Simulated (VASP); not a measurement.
# A VASP study of TiAl3 (PBEsol): structure first, properties next, part 2 of 5

Wanted: the relaxed cell of TiAl3 and its properties. The start is a computed cell from the Materials Project.

VASP 6.6.1; PBEsol; plane waves and PAW (Ti_sv, Al).

Still holding for the runs below: This run has no spin polarisation. Its electron count is odd, so without a moment it is a metal by construction. The k-mesh is coarse for a metal.

So far. Step 2 (Relaxing cell and atoms (PBEsol)): It ends with forces that vanish by symmetry and a pressure of 0.03 GPa. The relaxed cell has a = 3.812, c = 8.561 Å (conventional setting).

### Step 3. Density, ELF and potential (PBEsol)

The relaxed cell gets a fresh self-consistent run, on a basis set for its own volume, to fix the density and to check the remaining stress.

The input, INCAR:

```
SYSTEM = TiAl3
PREC = Accurate
ENCUT = 400
EDIFF = 1E-06
NELM = 100
ISMEAR = 1
SIGMA = 0.2
LREAL = .FALSE.
ALGO = Normal
GGA = PS
NBANDS = 16
LASPH = .TRUE.
LORBIT = 11
LWAVE = .FALSE.
LCHARG = .TRUE.
ISIF = 2
LELF = .TRUE.
LVHAR = .TRUE.
```

The input, POSCAR:

```
TiAl3
1.0
    0.0000000000     -3.8121898902      0.0000000000
   -3.8121898902      0.0000000000      0.0000000000
    1.9060949451     -1.9060949451     -4.2804033547
Ti Al
1 3
Direct
    0.0000000000      0.0000000000      0.0000000000
    0.5000000000      0.5000000000      0.0000000000
    0.7500000000      0.7500000000      0.5000000000
    0.2500000000      0.2500000000      0.5000000000
```

The input, KPOINTS:

```
Automatic mesh
0
Gamma
7 7 7
0 0 0
```

Potentials, in the order of the species: Ti_sv and Al (PBE family, release 64).

On the command line:

```console
$ mpirun -np 4 vasp_std
```

What it wrote:

```text
[banner, memory and clock lines left out]
running    4 mpi-ranks, on    1 nodes
 distrk:  each k-point on    4 cores,    1 groups
 distr:  one band on    1 cores,    4 groups

 POSCAR found type information on POSCAR TiAl
 POSCAR found :  2 types and       4 ions
 [... a notice as in an earlier step ...]

 LDA part: xc-table for (Slater+PW92), standard interpolation
 POSCAR, INCAR and KPOINTS ok, starting setup
 FFT: planning ... GRIDC
 FFT: planning ... GRID_SOFT
 FFT: planning ... GRID
 WAVECAR not read
 entering main loop
       N       E                     dE             d eps       ncg     rms          rms(c)
DAV:   1     0.963575352194E+02    0.96358E+02   -0.80947E+03  1280   0.999E+02
DAV:   2    -0.177955906321E+02   -0.11415E+03   -0.11237E+03  1384   0.275E+02
DAV:   3    -0.241764082859E+02   -0.63808E+01   -0.62544E+01  2136   0.608E+01
DAV:   4    -0.243240096964E+02   -0.14760E+00   -0.14752E+00  1488   0.903E+00
DAV:   5    -0.243304789856E+02   -0.64693E-02   -0.64689E-02  2120   0.173E+00    0.114E+01
DAV:   6    -0.230145093033E+02    0.13160E+01   -0.28357E+01  1880   0.395E+01    0.666E+00
DAV:   7    -0.223074563579E+02    0.70705E+00   -0.87656E+00  1688   0.216E+01    0.311E+00
DAV:   8    -0.222726526262E+02    0.34804E-01   -0.13505E+00  1624   0.924E+00    0.172E+00
DAV:   9    -0.222260310754E+02    0.46622E-01   -0.43416E-01  1760   0.510E+00    0.250E-01
DAV:  10    -0.222273496389E+02   -0.13186E-02   -0.80461E-03  1520   0.683E-01    0.307E-01
DAV:  11    -0.222255859420E+02    0.17637E-02   -0.76253E-03  1824   0.606E-01    0.756E-02
DAV:  12    -0.222255346880E+02    0.51254E-04   -0.49370E-04  1784   0.159E-01    0.326E-02
DAV:  13    -0.222255343607E+02    0.32729E-06   -0.65780E-06  1360   0.217E-02
   1 F= -.22225534E+02 E0= -.22225945E+02  d E =0.123088E-02
```

Run time: 24 s. Hardware: 4 MPI ranks of AMD EPYC 7571, shared host; peak memory 0.41 GiB.

Parts of OUTCAR (step 3):

```text
  LATTYP: Found a body centered tetragonal cell.
 ALAT       =     3.8121898902
 C/A-ratio  =     2.2456401585

The static configuration has the point symmetry D_4h.

 Found     40 irreducible k-points:

   ENCUT  =  400.0 eV  29.40 Ry    5.42 a.u.   6.22  6.22  8.25*2*pi/ulx,y,z

   NELECT =      21.0000    total number of electrons

 E-fermi :   8.3360

 k-point     1 :       0.0000    0.0000    0.0000
  band No.  band energies     occupation
    ...
      6       5.4552      2.00000
      7       5.6914      2.00000
      8       6.9072      2.00000
      9       7.1152      2.00000
     10       7.1152      2.00000
     11       9.1906     -0.00000
     12      10.1222     -0.00000
     13      10.1222     -0.00000
     14      10.5730     -0.00000
     15      10.8742     -0.00000
    ...

 k-point     2 :       0.1429    0.0000   -0.0000
  band No.  band energies     occupation
    ...
      6       4.7598      2.00000
      7       6.0054      2.00000
      8       6.5409      2.00000
      9       6.9465      2.00000
     10       7.2668      2.00000
     11       8.5955     -0.06945
     12       9.5866     -0.00000
     13      10.3605     -0.00000
     14      10.8293     -0.00000
     15      11.4533     -0.00000
    ...

  Total       -0.0268400     -0.0268400     -0.0173194      0.0000000      0.0000000     -0.0000000
  in kB       -0.6912888     -0.6912888     -0.4460756      0.0000000      0.0000000     -0.0000000
  external PRESSURE =      -0.6095511 kB  Pullay stress =       0.0000000 kB

  energy-cutoff  :      400.00
  volume of cell :       62.21
      direct lattice vectors                 reciprocal lattice vectors
     0.000000000 -3.812189890  0.000000000     0.000000000 -0.262316419  0.116811421
    -3.812189890  0.000000000  0.000000000    -0.262316419  0.000000000 -0.116811421
     1.906094945 -1.906094945 -4.280403355     0.000000000  0.000000000 -0.233622843

 POSITION                                       TOTAL-FORCE (eV/Angst)
 -----------------------------------------------------------------------------------
      0.00000      0.00000      0.00000        -0.000000      0.000000      0.000000
     -1.90609     -1.90609      0.00000        -0.000000      0.000000      0.000000
     -1.90609     -3.81219     -2.14020        -0.000000     -0.000000     -0.000000
      0.00000     -1.90609     -2.14020         0.000000     -0.000000      0.000000
 -----------------------------------------------------------------------------------
    total drift:                                0.000000     -0.000000      0.000000

  FREE ENERGIE OF THE ION-ELECTRON SYSTEM (eV)
  ---------------------------------------------------
  free  energy   TOTEN  =       -22.2255343607 eV

  energy  without entropy=      -22.2267652395  energy(sigma->0) =      -22.22594465

 total charge
# of ion       s       p       d       tot
------------------------------------------
    1        2.168   6.120   2.031  10.320
    2        0.446   0.378   0.000   0.824
    3        0.407   0.408   0.000   0.816
    4        0.407   0.408   0.000   0.816
--------------------------------------------------
tot          3.429   7.315   2.031  12.775

[... 3 parts as in an earlier step ...]

[... 7 further parts left out ...]
```

Numbers from this step:

```
SCF cycles   : 13
Fermi energy : 8.336 eV
pressure     : -0.06096 GPa
```

Valence electrons inside each PAW sphere by angular momentum. Sphere charges, by row:

| atom | s (e) | p (e) | d (e) | tot (e) |
| --- | --- | --- | --- | --- |
| Ti1 | 2.168 | 6.12 | 2.031 | 10.32 |
| Al2 | 0.446 | 0.378 | 0 | 0.824 |
| Al3 | 0.407 | 0.408 | 0 | 0.816 |
| Al4 | 0.407 | 0.408 | 0 | 0.816 |

Valence density in the ac plane of the conventional cell at fractional y = 0.000, with atoms of Ti and Al within 0.2 Å of it. It is the smooth field of the valence electrons, not physical close to the nuclei.

Values in e/Å³, 24 rows by 14 columns, each cell a mean:
```
10  7  3  1  0  0  0  0  0  0  0  1  4  9
 3  2  1  0  0  0  0  0  0  0  0  0  1  3
 0  0  0  0  0  0  0  0  0  0  0  0  0  0
 0  0  0  0  0  0  0  0  0  0  0  0  0  0
 0  0  0  0  0  0  0  0  0  0  0  0  0  0
 0  0  0  0  0  0  0  0  0  0  0  0  0  0
 0  0  0  0  0  0  0  0  0  0  0  0  0  0
 0  0  0  0  0  0  0  0  0  0  0  0  0  0
 0  0  0  0  0  0  0  0  0  0  0  0  0  0
 0  0  0  0  0  0  0  0  0  0  0  0  0  0
 0  0  0  0  0  0  0  0  0  0  0  0  0  0
 0  0  0  0  0  0  0  0  0  0  0  0  0  0
 0  0  0  0  0  0  0  0  0  0  0  0  0  0
 0  0  0  0  0  0  0  0  0  0  0  0  0  0
 0  0  0  0  0  0  0  0  0  0  0  0  0  0
 0  0  0  0  0  0  0  0  0  0  0  0  0  0
 0  0  0  0  0  0  0  0  0  0  0  0  0  0
 0  0  0  0  0  0  0  0  0  0  0  0  0  0
 0  0  0  0  0  0  0  0  0  0  0  0  0  0
 0  0  0  0  0  0  0  0  0  0  0  0  0  0
 0  0  0  0  0  0  0  0  0  0  0  0  0  0
 1  1  0  0  0  0  0  0  0  0  0  0  1  1
 6  4  2  0  0  0  0  0  0  0  0  1  2  5
13  8  3  1  0  0  0  0  0  0  0  1  5 11
```
Columns run along a (3.8 Å), rows up along c (8.6 Å), edges of the conventional cell, whose origin can differ from the input's. Atoms in or near the plane, at fractional coordinates: Ti at (0.00, 0.00), Al at (0.00, 0.50), Al at (0.50, 0.75), Al at (0.50, 0.25).

Electrostatic potential energy in the ac plane of the conventional cell at fractional y = 0.000, with atoms of Ti and Al within 0.2 Å of it. With pseudopotentials it is smooth inside the atoms' cores, unlike the true potential.

Ten even steps from '0' (-84 eV) to '9' (3 eV), each cell a mean:
```
23579999998642
45789999999865
88999999999998
99999877889999
99998532478999
99997300048999
99997400258999
99998755689999
99999988999999
78899999999987
24789999999853
00589999999730
02589999999740
56899999999875
88999999999998
99999877889999
99998532478999
99997300048999
99997400258999
99998755689999
99999988999999
67899999999987
34689999999753
12479999998632
```
Columns run along a (3.8 Å; values clipped at the 3rd and 97th percentile), rows up along c (8.6 Å), edges of the conventional cell, whose origin can differ from the input's. Atoms in or near the plane, at fractional coordinates: Ti at (0.00, 0.00), Al at (0.00, 0.50), Al at (0.50, 0.75), Al at (0.50, 0.25).

ELF in the ac plane of the conventional cell at fractional y = 0.000, with atoms of Ti and Al within 0.2 Å of it. It is the smooth field of the valence electrons, not physical close to the nuclei.

Values, 24 rows by 14 columns, each cell a mean:
```
0.88 0.75 0.45 0.18 0.11 0.24 0.40 0.44 0.35 0.18 0.11 0.27 0.58 0.83
0.48 0.39 0.24 0.14 0.21 0.39 0.52 0.55 0.47 0.31 0.15 0.17 0.30 0.44
0.19 0.17 0.18 0.26 0.43 0.56 0.62 0.64 0.60 0.52 0.36 0.21 0.17 0.18
0.25 0.30 0.40 0.53 0.59 0.58 0.53 0.52 0.55 0.59 0.58 0.47 0.35 0.27
0.43 0.48 0.56 0.62 0.55 0.37 0.20 0.15 0.26 0.45 0.60 0.60 0.52 0.45
0.38 0.43 0.51 0.54 0.40 0.16 0.03 0.01 0.07 0.26 0.49 0.54 0.48 0.40
0.26 0.31 0.40 0.46 0.37 0.18 0.06 0.04 0.10 0.26 0.43 0.45 0.36 0.28
0.22 0.27 0.37 0.48 0.51 0.45 0.35 0.32 0.39 0.48 0.52 0.44 0.33 0.24
0.28 0.34 0.45 0.56 0.62 0.64 0.62 0.62 0.63 0.64 0.60 0.51 0.41 0.31
0.25 0.37 0.54 0.64 0.66 0.64 0.62 0.61 0.63 0.65 0.65 0.60 0.47 0.31
0.08 0.22 0.48 0.66 0.67 0.60 0.53 0.51 0.56 0.63 0.68 0.61 0.38 0.14
0.02 0.10 0.37 0.63 0.66 0.58 0.47 0.44 0.51 0.62 0.67 0.54 0.24 0.05
0.03 0.14 0.41 0.64 0.66 0.58 0.49 0.46 0.52 0.62 0.68 0.57 0.29 0.07
0.16 0.31 0.53 0.66 0.67 0.62 0.57 0.56 0.59 0.64 0.67 0.62 0.44 0.22
0.29 0.38 0.51 0.60 0.64 0.65 0.64 0.64 0.65 0.65 0.63 0.57 0.46 0.33
0.24 0.30 0.40 0.52 0.58 0.58 0.54 0.52 0.56 0.59 0.57 0.47 0.36 0.27
0.22 0.27 0.37 0.46 0.44 0.31 0.18 0.15 0.23 0.36 0.47 0.43 0.33 0.25
0.31 0.36 0.44 0.49 0.35 0.14 0.03 0.01 0.06 0.22 0.44 0.48 0.41 0.33
0.42 0.47 0.55 0.59 0.48 0.24 0.07 0.04 0.12 0.34 0.55 0.58 0.52 0.45
0.37 0.42 0.52 0.60 0.59 0.49 0.36 0.32 0.41 0.54 0.61 0.57 0.48 0.40
0.17 0.20 0.27 0.41 0.54 0.60 0.61 0.61 0.61 0.59 0.50 0.35 0.24 0.18
0.28 0.24 0.17 0.17 0.32 0.49 0.58 0.61 0.55 0.43 0.24 0.16 0.20 0.26
0.70 0.56 0.34 0.15 0.15 0.31 0.45 0.49 0.40 0.24 0.12 0.21 0.43 0.64
0.94 0.83 0.52 0.19 0.10 0.22 0.37 0.42 0.32 0.15 0.11 0.31 0.66 0.90
```
Columns run along a (3.8 Å), rows up along c (8.6 Å), edges of the conventional cell, whose origin can differ from the input's. Atoms in or near the plane, at fractional coordinates: Ti at (0.00, 0.00), Al at (0.00, 0.50), Al at (0.50, 0.75), Al at (0.50, 0.25).

In this run the pressure is -0.06 GPa, small enough to go on.

(Continued in part 3 of 5.)

[Lines on the potential files, build, host, timing and source positions are cut from VASP's logs without a mark.]

[Logs are printed without paths, hosts, clocks, repeated set-up lines and the standing remarks that a program may print on its own settings, such as how far it seeks lower states.]

[Hosts, paths, dates, database ids (printed as entryN), source tags and the programs' standing remarks are cut or masked in the printed files.]

[A measured line is paired with the nearest computed mode of its activity, which favours agreement.]
